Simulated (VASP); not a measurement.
# Dynamics of WS2 (Tungstenite) at finite temperature

Aim: follow WS2 (Tungstenite) in time and read averages from the run. The start is a cell from a database of measured crystal structures.

Main program and level: VASP 6.6.1; LDA, no spin polarisation; plane waves and PAW (W, S).

The database entry behind the starting cell differs from later determinations by our own check (an axis about 1.4 % long against later determinations), so it need not match the best structure at ambient conditions.

## Step 1: The starting structure

Symmetry: P6_3/mmc, No. 194, hexagonal system. The conventional cell has a = 3.180 Å, b = 3.180 Å, c = 12.500 Å, α = 90.00°, β = 90.00°, γ = 120.00°. Nearest to W lie 6 S at 2.41 Å. Nearest to S lie 3 W at 2.41 Å. Farther neighbours and most contacts between anions are not listed.

## Step 2: Relax the host

The later steps need the crystal at this functional's own lattice; a raised cutoff keeps the stress reliable while the cell changes.

File INCAR:

```
SYSTEM = WS2
PREC = Accurate
ENCUT = 350
EDIFF = 1E-06
NELM = 120
ISMEAR = 0
SIGMA = 0.1
LREAL = .FALSE.
ALGO = Normal
GGA = CA
NBANDS = 24
LASPH = .TRUE.
LORBIT = 11
LWAVE = .FALSE.
LCHARG = .FALSE.
KPAR = 4
IBRION = 2
NSW = 40
ISIF = 3
EDIFFG = -0.02
POTIM = 0.4
```

File POSCAR:

```
WS2
1.0
    3.1800000000      0.0000000000      0.0000000000
   -1.5900000000      2.7539607840      0.0000000000
    0.0000000000      0.0000000000     12.5000000000
W S
2 4
Direct
    0.6666666667      0.3333333333      0.7500000000
    0.3333333333      0.6666666667      0.2500000000
    0.6666666667      0.3333333333      0.3750000000
    0.3333333333      0.6666666667      0.8750000000
    0.6666666667      0.3333333333      0.1250000000
    0.3333333333      0.6666666667      0.6250000000
```

File KPOINTS:

```
Automatic mesh
0
Gamma
7 7 2
0 0 0
```

PAW data sets: W and S (LDA family, release 64).

Launch:

```sh
> mpirun -np 4 vasp_std
```

Log:

```text
[banner, memory and clock lines left out]
running    4 mpi-ranks, on    1 nodes
 distrk:  each k-point on    1 cores,    4 groups
 distr:  one band on    1 cores,    1 groups

 POSCAR found type information on POSCAR W S
 POSCAR found :  2 types and       6 ions
 LDA part: xc-table for (Slater(with rela. corr.)+CA(PZ))
 , standard interpolation
 POSCAR, INCAR and KPOINTS ok, starting setup
 FFT: planning ... GRIDC
 FFT: planning ... GRID_SOFT
 FFT: planning ... GRID
 WAVECAR not read
 entering main loop
       N       E                     dE             d eps       ncg     rms          rms(c)
DAV:   1     0.129858151538E+03    0.12986E+03   -0.12981E+04   768   0.965E+02
DAV:   2    -0.453940017087E+02   -0.17525E+03   -0.16943E+03  1056   0.221E+02
DAV:   3    -0.552721478210E+02   -0.98781E+01   -0.98181E+01  1016   0.560E+01
DAV:   4    -0.554626209185E+02   -0.19047E+00   -0.19009E+00  1040   0.816E+00
DAV:   5    -0.554667952403E+02   -0.41743E-02   -0.41716E-02  1032   0.109E+00    0.395E+01
DAV:   6    -0.530587956483E+02    0.24080E+01   -0.11191E+01  1088   0.157E+01    0.176E+01
DAV:   7    -0.527597056411E+02    0.29909E+00   -0.36714E+00  1016   0.105E+01    0.865E+00
DAV:   8    -0.525982401789E+02    0.16147E+00   -0.51024E-01  1080   0.428E+00    0.131E+00
DAV:   9    -0.525943255997E+02    0.39146E-02   -0.64486E-02  1048   0.138E+00    0.428E-01
DAV:  10    -0.525927919410E+02    0.15337E-02   -0.11328E-02  1120   0.573E-01    0.339E-01
DAV:  11    -0.525927105474E+02    0.81394E-04   -0.19090E-03  1048   0.246E-01    0.887E-02
DAV:  12    -0.525926229890E+02    0.87558E-04   -0.38444E-04  1120   0.117E-01    0.371E-02
DAV:  13    -0.525926230039E+02   -0.14847E-07   -0.34712E-05  1000   0.313E-02    0.555E-03
DAV:  14    -0.525926227852E+02    0.21868E-06   -0.23048E-06   872   0.794E-03
   1 F= -.52592623E+02 E0= -.52592623E+02  d E =-.525926E+02
 curvature:   0.00 expect dE= 0.000E+00 dE for cont linesearch  0.000E+00
 trial: gam= 0.00000 g(F)=  0.214E-01 g(S)=  0.334E+00 ort = 0.000E+00 (trialstep = 0.100E+01)
 search vector abs. value=  0.356E+00
 bond charge predicted
       N       E                     dE             d eps       ncg     rms          rms(c)
DAV:   1    -0.530023325942E+02   -0.40971E+00   -0.17240E+01   792   0.238E+01    0.936E+00
DAV:   2    -0.526138940428E+02    0.38844E+00   -0.85373E-01   840   0.527E+00    0.590E+00
DAV:   3    -0.524883164731E+02    0.12558E+00   -0.34457E-01   864   0.281E+00    0.112E+00
DAV:   4    -0.524851501930E+02    0.31663E-02   -0.10476E-02   944   0.629E-01    0.854E-01
DAV:   5    -0.524846546425E+02    0.49555E-03   -0.27054E-03   936   0.285E-01    0.356E-01
DAV:   6    -0.524841864039E+02    0.46824E-03   -0.20032E-03   928   0.224E-01    0.112E-01
DAV:   7    -0.524841715805E+02    0.14823E-04   -0.16680E-04   968   0.794E-02    0.472E-02
DAV:   8    -0.524841727258E+02   -0.11453E-05   -0.11668E-05  1024   0.192E-02    0.532E-02
DAV:   9    -0.524841770683E+02   -0.43426E-05   -0.13165E-05   968   0.171E-02    0.470E-02
DAV:  10    -0.524841830838E+02   -0.60155E-05   -0.69814E-06   952   0.133E-02    0.679E-02
DAV:  11    -0.524841845314E+02   -0.14476E-05   -0.48481E-07   496   0.420E-03    0.752E-02
DAV:  12    -0.524841883288E+02   -0.37974E-05   -0.11123E-06   520   0.498E-03    0.852E-02
DAV:  13    -0.524841886005E+02   -0.27168E-06   -0.15036E-07   472   0.230E-03
   2 F= -.52484189E+02 E0= -.52484189E+02  d E =0.108434E+00
[... from here on, the cycles between the ionic steps are left out ...]
   3 F= -.52665305E+02 E0= -.52665305E+02  d E =-.726820E-01
   4 F= -.52677607E+02 E0= -.52677607E+02  d E =-.123019E-01
   5 F= -.52677733E+02 E0= -.52677733E+02  d E =-.124284E-01
   6 F= -.52678950E+02 E0= -.52678950E+02  d E =-.121667E-02
   7 F= -.52681822E+02 E0= -.52681822E+02  d E =-.408850E-02
   8 F= -.52683660E+02 E0= -.52683660E+02  d E =-.592680E-02
   9 F= -.52683881E+02 E0= -.52683881E+02  d E =-.221253E-03
  10 F= -.52684509E+02 E0= -.52684509E+02  d E =-.849319E-03
  11 F= -.52685594E+02 E0= -.52685594E+02  d E =-.193352E-02
  12 F= -.52687118E+02 E0= -.52687118E+02  d E =-.345837E-02
  13 F= -.52687432E+02 E0= -.52687432E+02  d E =-.377221E-02
  14 F= -.52687751E+02 E0= -.52687751E+02  d E =-.409136E-02
  15 F= -.52687995E+02 E0= -.52687995E+02  d E =-.243610E-03
 ZBRENT: can't locate minimum, use default step
 trial-energy change:   -0.000244  1 .order   -0.000247   -0.000271   -0.000223
 step:   0.4211(harm=  0.6037)  dis= 0.00361  next Energy=   -52.688527 (dE=-0.776E-03)
 bond charge predicted
       N       E                     dE             d eps       ncg     rms          rms(c)
DAV:   1    -0.526895319435E+02   -0.15370E-02   -0.90423E-02   784   0.143E+00    0.318E-01
DAV:   2    -0.526886960478E+02    0.83590E-03   -0.45495E-03   784   0.413E-01    0.175E-01
DAV:   3    -0.526884852580E+02    0.21079E-03   -0.29027E-04   960   0.869E-02    0.102E-01
DAV:   4    -0.526883875997E+02    0.97658E-04   -0.32105E-04   800   0.781E-02    0.266E-02
DAV:   5    -0.526883884475E+02   -0.84774E-06   -0.18476E-05   968   0.250E-02    0.122E-02
DAV:   6    -0.526883872588E+02    0.11887E-05   -0.41692E-06   808   0.109E-02    0.695E-03
DAV:   7    -0.526883867159E+02    0.54284E-06   -0.27623E-06   616   0.931E-03
  16 F= -.52688387E+02 E0= -.52688387E+02  d E =-.635370E-03
 curvature:  -1.69 expect dE=-0.204E-03 dE for cont linesearch -0.216E-04
 trial: gam=-0.12506 g(F)=  0.831E-06 g(S)=  0.120E-03 ort = 0.461E-03 (trialstep = 0.168E+00)
 search vector abs. value=  0.266E-03
 reached required accuracy - stopping structural energy minimisation
```

Run time: 97 s. Hardware: 4 MPI ranks of AMD EPYC 7571, shared host; peak memory 0.6 GiB.

Lines that name or quote the potential files are left out of all logs, and their timing lines are given in words.

OUTCAR, selected parts (step 2):

```text
ion  position               nearest neighbor table
   1  0.667  0.333  0.750-   4 2.41   6 2.41   4 2.41   6 2.41   4 2.41   6 2.41
   2  0.333  0.667  0.250-   3 2.41   5 2.41   3 2.41   5 2.41   3 2.41   5 2.41
   3  0.667  0.333  0.375-   2 2.41   2 2.41   2 2.41
   4  0.333  0.667  0.875-   1 2.41   1 2.41   1 2.41
   5  0.667  0.333  0.125-   2 2.41   2 2.41   2 2.41
   6  0.333  0.667  0.625-   1 2.41   1 2.41   1 2.41

  LATTYP: Found a hexagonal cell.
 ALAT       =     3.1800000000
 C/A-ratio  =     3.9308176101

 Subroutine GETGRP returns: Found 24 space group operations
 (whereof 12 operations were pure point group operations)

The static configuration has the point symmetry D_3d.
 The point group associated with its full space group is D_6h.

 Found     16 irreducible k-points:

   k-points           NKPTS =     16   k-points in BZ     NKDIM =     16   number of bands    NBANDS=     24

   dimension x,y,z NGX =    20 NGY =   20 NGZ =   80
   dimension x,y,z NGXF=    40 NGYF=   40 NGZF=  160

   ENCUT  =  350.0 eV  25.72 Ry    5.07 a.u.   4.85  4.85 19.07*2*pi/ulx,y,z

   NELECT =      36.0000    total number of electrons

 k-points in reciprocal lattice and weights: Automatic mesh
   0.00000000  0.00000000  0.00000000       0.010
   0.14285714  0.00000000  0.00000000       0.061
   0.28571429  0.00000000  0.00000000       0.061
   0.42857143  0.00000000  0.00000000       0.061
   0.14285714  0.14285714  0.00000000       0.061
   0.28571429  0.14285714  0.00000000       0.122
   0.42857143  0.14285714  0.00000000       0.061
   0.28571429  0.28571429  0.00000000       0.061
   0.00000000  0.00000000  0.50000000       0.010
[...]
0.42857143  0.14285714  0.50000000       0.061
   0.28571429  0.28571429  0.50000000       0.061

 average (electrostatic) potential at core
       1 -39.8041       2 -39.8041       3 -85.7920       4 -85.7920       5 -85.7920
       6 -85.7920

 E-fermi :   7.1473

 k-point     1 :       0.0000    0.0000    0.0000
  band No.  band energies     occupation
    ...
     14       4.5181      2.00000
     15       4.5181      2.00000
     16       5.3152      2.00000
     17       5.3232      2.00000
     18       6.7357      2.00000
     19       9.0800      0.00000
     20       9.0800      0.00000
     21       9.0930      0.00000
     22       9.0930      0.00000
     23       9.1454      0.00000
    ...

 k-point     2 :       0.1429    0.0000    0.0000
  band No.  band energies     occupation
    ...
     14       4.0218      2.00000
     15       4.4479      2.00000
     16       5.3469      2.00000
     17       5.4354      2.00000
     18       6.0516      2.00000
     19       8.4659      0.00000
     20       8.8279      0.00000
     21       8.8883      0.00000
     22       9.0201      0.00000
     23       9.1106      0.00000
    ...

 k-point     3 :       0.2857    0.0000    0.0000
  band No.  band energies     occupation
    ...
     14       4.2542      2.00000
     15       4.3658      2.00000
     16       4.6794      2.00000
     17       4.7352      2.00000
     18       4.9909      2.00000
     19       8.0768      0.00000
     20       8.5669      0.00000
     21       8.8162      0.00000
     22       9.1002      0.00000
     23       9.2930      0.00000
    ...

  Total        0.0964350      0.0964350      0.0040310     -0.0000000     -0.0000000     -0.0000000
  in kB        1.5077310      1.5077310      0.0630230     -0.0000000     -0.0000000     -0.0000000
  external PRESSURE =       1.0261617 kB  Pullay stress =       0.0000000 kB

  energy-cutoff  :      350.00
  volume of cell :      102.48
      direct lattice vectors                 reciprocal lattice vectors
     3.122875912 -0.000000000 -0.000000000     0.320217655  0.184877749  0.000000000
    -1.561437956  2.704489873 -0.000000000     0.000000000  0.369755498  0.000000000
     0.000000000 -0.000000000 12.133367794     0.000000000  0.000000000  0.082417348

 POSITION                                       TOTAL-FORCE (eV/Angst)
 -----------------------------------------------------------------------------------
      1.56144      0.90150      9.10003         0.000000     -0.000000     -0.000000
     -0.00000      1.80299      3.03334         0.000000      0.000000     -0.000000
      1.56144      0.90150      4.59677        -0.000000     -0.000000     -0.002321
     -0.00000      1.80299     10.66346         0.000000      0.000000     -0.002321
      1.56144      0.90150      1.46991         0.000000     -0.000000      0.002321
     -0.00000      1.80299      7.53660        -0.000000      0.000000      0.002321
 -----------------------------------------------------------------------------------
    total drift:                               -0.000000      0.000000     -0.000000

  FREE ENERGIE OF THE ION-ELECTRON SYSTEM (eV)
  ---------------------------------------------------
  free  energy   TOTEN  =       -52.6883867159 eV

  energy  without entropy=      -52.6883867159  energy(sigma->0) =      -52.68838672

 reached required accuracy - stopping structural energy minimisation

 total charge
# of ion       s       p       d       tot
------------------------------------------
    1        0.580   0.742   4.364   5.686
    2        0.580   0.742   4.364   5.686
    3        1.359   2.360   0.000   3.719
    4        1.359   2.360   0.000   3.719
    5        1.359   2.360   0.000   3.719
    6        1.359   2.360   0.000   3.719
--------------------------------------------------
tot          6.596  10.923   8.728  26.246

[... 3 further parts left out ...]
```

CONTCAR:

```
WS2
   1.00000000000000
     3.1228759124516814   -0.0000000000000000   -0.0000000000000000
    -1.5614379562258407    2.7044898730170051   -0.0000000000000000
     0.0000000000000000   -0.0000000000000000   12.1333677937713791
  W               S
     2     4
Direct
     0.6666666667000030    0.3333333332999970    0.7500000000000000
     0.3333333332999970    0.6666666667000030    0.2500000000000000
     0.6666666667000030    0.3333333332999970    0.3788538124094661
     0.3333333332999970    0.6666666667000030    0.8788538124094660
     0.6666666667000030    0.3333333332999970    0.1211461875905339
     0.3333333332999970    0.6666666667000030    0.6211461875905340
```

This run has no spin polarisation, so a moment on W, if there is one, isn't seen. The gap is read on the k-mesh alone, so it is an upper bound where the band edges lie off the mesh. The data set W keeps the semicore shell frozen, which is cheaper and a little less accurate. The run keeps the 24 symmetry operations of its start, so it cannot find a distortion of lower symmetry.

The steps of the relaxation:

```csv
step,energy less that of the first step (eV),largest force (eV/Å),pressure (GPa),volume (Å³)
1,0.0000,0.3727,-6.02,109.47
2,0.1084,1.4458,10.85,101.01
3,-0.0727,0.2823,-0.21,106.06
4,-0.0850,0.0795,-0.17,105.38
5,-0.0851,0.0569,-0.17,105.30
6,-0.0863,0.0687,-0.05,105.06
7,-0.0892,0.1050,0.40,104.33
8,-0.0910,0.1785,1.32,102.89
9,-0.0913,0.1743,1.30,102.86
10,-0.0919,0.1621,1.24,102.79
11,-0.0930,0.1375,1.11,102.64
12,-0.0945,0.0892,0.85,102.35
13,-0.0948,0.0066,0.35,101.76
14,-0.0951,0.0343,0.56,102.01
15,-0.0954,0.0255,0.46,102.13
16,-0.0958,0.0023,0.10,102.48
```

```csv
"conventional cell, symmetrised",before,after,change
a (Å),3.180,3.123,-1.8 %
b (Å),3.180,3.123,-1.8 %
c (Å),12.500,12.133,-2.9 %
volume (Å³/atom),18.24,17.08,-6.4 %
```

The atoms that moved most (Å, as changes of fractional coordinates times the final cell):

```csv
atom,dx,dy,dz,length
S3,0.000,0.000,0.047,0.047
S5,0.000,0.000,-0.047,0.047
S6,0.000,0.000,-0.047,0.047
S4,0.000,0.000,0.047,0.047
```

The relaxed structure:

```xyz
6
Lattice="3.1229 0.0000 0.0000 -1.5614 2.7045 0.0000 0.0000 0.0000 12.1334" Properties=species:S:1:pos:R:3 pbc="T T T"
W     1.5614    0.9015    9.1000
W     0.0000    1.8030    3.0333
S     1.5614    0.9015    4.5968
S     0.0000    1.8030   10.6635
S     1.5614    0.9015    1.4699
S     0.0000    1.8030    7.5366
```

Numbers from this step:

| Quantity | Value |
| --- | --- |
| electronic cycles | 122 |
| electrons | 36 |
| free energy (TOTEN) | -52.6884 eV |
| Fermi energy | 7.147 eV |
| labelled metallic, from the levels on this mesh | no |
| gap on the k-mesh | 0.9719 eV |
| least direct gap on the k-mesh | 2.344 eV |

The run ended after 16 ionic steps, 0.096 eV below its first step, once forces and stress met EDIFFG = -0.02.

(Part 1 of 4 ends here.)

[Lines on the potential files, build, host, timing and source positions are cut from VASP's logs without a mark.]

[Logs are printed without paths, hosts, clocks, repeated set-up lines and the standing remarks that a program may print on its own settings, such as how far it seeks lower states.]

[Hosts, paths, dates, database ids (printed as entryN), source tags and the programs' standing remarks are cut or masked in the printed files.]

[Runs that stopped without an error message from VASP are left out.]
